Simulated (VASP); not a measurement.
InAs, 2 atoms in the cell. Symmetry: F-43m, No. 216, cubic system. The conventional cell has a = 6.036 Å, b = 6.036 Å, c = 6.036 Å, α = 90.00°, β = 90.00°, γ = 90.00°. Around In (site symmetry -43m) lie 4 As at 2.61 Å. As (site symmetry -43m) has 4 In at 2.61 Å as nearest neighbours. 

| Quantity | Value |
| --- | --- |
| Program | VASP 6.6.1 |
| Task | relaxation of cell and atoms |
| Functional | LDA |
| Potentials or basis | VASP PAW LDA potentials, release 64 (In_d, As) |
| Cutoff | 600 eV |
| k mesh | 10 × 10 × 10 |
| Occupations | gaussian, width 0.03 eV |
| Spin | no spin polarisation |
| Further INCAR settings | ALGO = Normal; EDIFF = 1e-06; IBRION = 2; EDIFFG = -0.01; NSW = 90; ISIF = 3 |

Potentials or basis: VASP PAW LDA potentials, release 64 (In_d, As).

The run is started by

```console
$ cat potpaw_LDA.64/In_d/POTCAR potpaw_LDA.64/As/POTCAR > POTCAR
$ mpirun -np 1 vasp_std > vasp.out
```

Hardware: 1 thread of Intel(R) Xeon(R) Platinum 8488C (Sapphire Rapids), with other jobs on the host.

Task: How long does it take, and how much memory?

Result: It took 40 s on 1 thread of Intel(R) Xeon(R) Platinum 8488C (Sapphire Rapids), with other jobs on the host, peak memory 0.21 GiB. Counts: scf iterations 23, k points 47, ion steps 3.
